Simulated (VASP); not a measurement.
Calculation: r2SCAN meta-GGA, VASP's PBE PAW potentials (set 64) (plane waves; VASP).

Input for VASP

INCAR:
```
SYSTEM = Cd
PREC = Accurate
ENCUT = 400
EDIFF = 1E-6
NELM = 100
ALGO = Normal
LREAL = .FALSE.
LASPH = .TRUE.
ISMEAR = 1
SIGMA = 0.1
METAGGA = R2SCAN
LMIXTAU = .TRUE.
LMAXMIX = 4
LWAVE = .FALSE.
LCHARG = .FALSE.
IBRION = 2
ISIF = 3
NSW = 60
EDIFFG = -0.01
```

**KPOINTS**
```
Automatic mesh
0
Gamma
13 13 13
0 0 0
```

**POSCAR**
```
Cd
1
   -1.7547300000     1.7547300000     1.7547300000
    1.7547300000    -1.7547300000     1.7547300000
    1.7547300000     1.7547300000    -1.7547300000
Cd
1
Direct
  0.0000000000   0.0000000000   0.0000000000
```

POTCAR, in this order: Cd (PBE.64 set). Program: vasp_std.

Output

### OUTCAR
```
 ion  position               nearest neighbor table
   1  0.000  0.000  0.000-
  LATTYP: Found a body centered cubic cell.
 ALAT       =     3.5094600000
 Subroutine PRICEL returns:
 Original cell was already a primitive cell.
 Subroutine GETGRP returns: Found 48 space group operations
The static configuration has the point symmetry O_h .
The dynamic configuration has the point symmetry O_h .
 Subroutine INISYM returns: Found 48 space group operations
 Subroutine IBZKPT returns following result:
 Found     84 irreducible k-points:

 Following reciprocal coordinates:
            Coordinates               Weight
  0.000000  0.000000  0.000000      1.000000
  0.076923  0.000000  0.000000     12.000000
  0.153846  0.000000  0.000000     12.000000
  0.230769  0.000000  0.000000     12.000000
  0.307692  0.000000  0.000000     12.000000
  0.384615  0.000000  0.000000     12.000000
  0.461538  0.000000  0.000000     12.000000
  0.076923  0.076923  0.000000     24.000000
  0.153846  0.076923  0.000000     48.000000
  0.230769  0.076923  0.000000     48.000000
  0.307692  0.076923  0.000000     48.000000
  0.384615  0.076923  0.000000     48.000000
  0.461538  0.076923  0.000000     24.000000
  0.153846  0.153846  0.000000     24.000000
  0.230769  0.153846  0.000000     48.000000
  0.307692  0.153846  0.000000     48.000000
  0.384615  0.153846 -0.000000     48.000000
  0.230769  0.230769  0.000000     24.000000
  0.307692  0.230769  0.000000     48.000000
  0.384615  0.230769  0.000000     24.000000
  0.307692  0.307692  0.000000     24.000000
  0.076923  0.076923  0.076923      8.000000
  0.153846  0.076923  0.076923     24.000000
  0.230769  0.076923  0.076923     24.000000
  0.307692  0.076923  0.076923     24.000000
  0.384615  0.076923  0.076923     24.000000
 -0.076923  0.076923  0.076923      6.000000
  0.153846  0.153846  0.076923     24.000000
  0.230769  0.153846  0.076923     48.000000
  0.307692  0.153846  0.076923     48.000000
  0.384615  0.153846  0.076923     24.000000
 -0.153846  0.153846  0.076923     24.000000
  0.230769  0.230769  0.076923     24.000000
  0.307692  0.230769  0.076923     48.000000
 -0.230769  0.230769  0.076923     24.000000
 -0.153846  0.230769  0.076923     24.000000
  0.307692  0.307692  0.076923      8.000000
 -0.307692  0.307692  0.076923     24.000000
 -0.230769  0.307692  0.076923     48.000000
 -0.384615  0.384615  0.076923     24.000000
   k-points           NKPTS =     84   k-points in BZ     NKDIM =     84   number of bands    NBANDS=     10
   number of dos      NEDOS =    301   number of ions     NIONS =      1
   total plane-waves  NPLWV =   8000
   dimension x,y,z NGX =    20 NGY =   20 NGZ =   20
   dimension x,y,z NGXF=    40 NGYF=   40 NGZF=   40
   ions per type =               1
   PREC   = accura    normal or accurate (medium, high low for compatibility)
   ISTART =      0    job   : 0-new  1-cont  2-samecut
   ICHARG =      2    charge: 1-file 2-atom 10-const
   ISPIN  =      1    spin polarized calculation?
   LNONCOLLINEAR =      F non collinear calculations
   LSORBIT =      F    spin-orbit coupling
   INIWAV =      1    electr: 0-lowe 1-rand  2-diag
   ENCUT  =  400.0 eV  29.40 Ry    5.42 a.u.   4.96  4.96  4.96*2*pi/ulx,y,z
   NELM   =    100;   NELMIN=  2; NELMDL= -5     # of ELM steps
   EDIFF  = 0.1E-05   stopping-criterion for ELM
   LREAL  =      F    real-space projection
   NLSPLINE    = F    spline interpolate recip. space projectors
   LMAXMIX     =    4 max onsite mixed and CHGCAR
   VOSKOWN=      0    Vosko Wilk Nusair interpolation
...
```

File OSZICAR:
```
       N       E                     dE             d eps       ncg     rms          rms(c)
DAV:   1     0.325213291370E+02    0.32521E+02   -0.62426E+03  1880   0.986E+02
DAV:   2    -0.227415793941E+02   -0.55263E+02   -0.52728E+02  1740   0.237E+02
DAV:   3    -0.235949827649E+02   -0.85340E+00   -0.85313E+00  1950   0.355E+01
DAV:   4    -0.235959447238E+02   -0.96196E-03   -0.96193E-03  1878   0.109E+00
DAV:   5    -0.235959477520E+02   -0.30282E-05   -0.30284E-05  1888   0.642E-02    0.336E+00
DAV:   6    -0.197908105856E+02    0.38051E+01   -0.32259E+00  1782   0.280E+01    0.505E+00
DAV:   7    -0.200026885394E+02   -0.21188E+00   -0.15875E-01  1736   0.560E+00    0.287E+00
DAV:   8    -0.199480259989E+02    0.54663E-01   -0.89316E-02  1730   0.354E+00    0.217E-01
DAV:   9    -0.199977978928E+02   -0.49772E-01   -0.19710E-01  1750   0.360E+00    0.191E-01
DAV:  10    -0.199947672934E+02    0.30306E-02   -0.18670E-03  1804   0.579E-01    0.117E-01
DAV:  11    -0.200104353903E+02   -0.15668E-01   -0.11790E-02  1688   0.106E+00    0.514E-02
DAV:  12    -0.200104811183E+02   -0.45728E-04   -0.25681E-04  1788   0.184E-01    0.457E-02
DAV:  13    -0.200106716744E+02   -0.19056E-03   -0.36709E-04  1708   0.202E-01    0.172E-02
DAV:  14    -0.200108927037E+02   -0.22103E-03   -0.16119E-04  1748   0.147E-01    0.845E-03
DAV:  15    -0.200108737229E+02    0.18981E-04   -0.16758E-05  1734   0.561E-02    0.621E-03
DAV:  16    -0.200109089942E+02   -0.35271E-04   -0.69980E-05  1748   0.698E-02    0.495E-03
DAV:  17    -0.200109049903E+02    0.40040E-05   -0.32054E-07  1202   0.659E-03    0.454E-03
DAV:  18    -0.200109107180E+02   -0.57277E-05   -0.85220E-07   972   0.116E-02    0.961E-04
DAV:  19    -0.200109082999E+02    0.24180E-05   -0.22075E-07   860   0.544E-03    0.192E-03
DAV:  20    -0.200109088840E+02   -0.58409E-06   -0.11862E-08   854   0.129E-03
   1 F= -.20010909E+02 E0= -.20010944E+02  d E =-.200109E+02
       N       E                     dE             d eps       ncg     rms          rms(c)
DAV:   1    -0.200357460203E+02   -0.24838E-01   -0.51226E-01  1820   0.109E+01    0.121E+00
DAV:   2    -0.200108546802E+02    0.24891E-01   -0.71314E-02  1818   0.393E+00    0.348E-01
DAV:   3    -0.200111354992E+02   -0.28082E-03   -0.34466E-03  1734   0.807E-01    0.317E-01
DAV:   4    -0.200085140660E+02    0.26214E-02   -0.42687E-03  1758   0.644E-01    0.686E-02
DAV:   5    -0.200105330908E+02   -0.20190E-02   -0.39248E-03  1756   0.716E-01    0.419E-02
DAV:   6    -0.200113904660E+02   -0.85738E-03   -0.72657E-04  1758   0.284E-01    0.167E-02
DAV:   7    -0.200113954171E+02   -0.49511E-05   -0.84036E-06  1756   0.258E-02    0.403E-03
DAV:   8    -0.200114043252E+02   -0.89081E-05   -0.12400E-06  1772   0.145E-02    0.432E-03
DAV:   9    -0.200113946460E+02    0.96792E-05   -0.16586E-06  1688   0.167E-02    0.243E-03
DAV:  10    -0.200113980588E+02   -0.34128E-05   -0.59144E-07   992   0.809E-03    0.868E-04
DAV:  11    -0.200113951646E+02    0.28942E-05   -0.31353E-08   846   0.215E-03    0.746E-04
DAV:  12    -0.200113973369E+02   -0.21723E-05   -0.19701E-08   846   0.183E-03    0.107E-04
DAV:  13    -0.200113974980E+02   -0.16115E-06   -0.10750E-08   842   0.117E-03
   2 F= -.20011397E+02 E0= -.20011464E+02  d E =-.488614E-03
       N       E                     dE             d eps       ncg     rms          rms(c)
DAV:   1    -0.200117154442E+02   -0.31811E-03   -0.64744E-03  1822   0.121E+00    0.133E-01
DAV:   2    -0.200113908146E+02    0.32463E-03   -0.93957E-04  1822   0.456E-01    0.375E-02
DAV:   3    -0.200114078024E+02   -0.16988E-04   -0.41628E-05  1732   0.874E-02    0.336E-02
DAV:   4    -0.200113535959E+02    0.54206E-04   -0.53813E-05  1762   0.728E-02    0.820E-03
DAV:   5    -0.200114076949E+02   -0.54099E-04   -0.51226E-05  1756   0.819E-02    0.506E-03
DAV:   6    -0.200114047798E+02    0.29151E-05   -0.10164E-05  1762   0.336E-02    0.178E-03
DAV:   7    -0.200114057176E+02   -0.93783E-06   -0.13132E-07   862   0.324E-03
   3 F= -.20011406E+02 E0= -.20011469E+02  d E =-.496834E-03
```

File OUTCAR:
```
------------------------ aborting loop because EDIFF is reached ----------------------------------------
  FORCE on cell =-STRESS in cart. coord.  units (eV):
  Direction    XX          YY          ZZ          XY          YZ          ZX
  --------------------------------------------------------------------------------------
  Total        0.0007624      0.0007624      0.0007624      0.0000000     -0.0000000      0.0000000
  in kB        0.0558822      0.0558822      0.0558822      0.0000000     -0.0000000      0.0000000
  external PRESSURE =       0.0558822 kB  Pullay stress =       0.0000000 kB
  volume of cell :       21.86
      direct lattice vectors                 reciprocal lattice vectors
    -1.761395067  1.761395067  1.761395067     0.000000000  0.283865902  0.283865902
     1.761395067 -1.761395067  1.761395067     0.283865902  0.000000000  0.283865902
     1.761395067  1.761395067 -1.761395067     0.283865902  0.283865902  0.000000000
 POSITION                                       TOTAL-FORCE (eV/Angst)
 -----------------------------------------------------------------------------------
      0.00000      0.00000     -0.00000        -0.000000      0.000000      0.000000
 -----------------------------------------------------------------------------------
    total drift:                                0.000000     -0.000000      0.000000
  FREE ENERGIE OF THE ION-ELECTRON SYSTEM (eV)
  ---------------------------------------------------
  free  energy   TOTEN  =       -20.0114057176 eV

  energy  without entropy=      -20.0115944695  energy(sigma->0) =      -20.01146863

 reached required accuracy - stopping structural energy minimisation
```
(Selected blocks of OUTCAR.)

CONTCAR:
```
Cd
   1.00000000000000
    -1.7613950669284355    1.7613950669284355    1.7613950669284355
     1.7613950669284355   -1.7613950669284355    1.7613950669284355
     1.7613950669284355    1.7613950669284355   -1.7613950669284355
  Cd
     1
Direct
     0.0000000000000000    0.0000000000000000    0.0000000000000000
```

The structure was generated: Cd was put into the bcc type (Im-3m), which need not be its known phase. This run relaxes it. Symmetry was kept, so distortions that lower it aren't found.
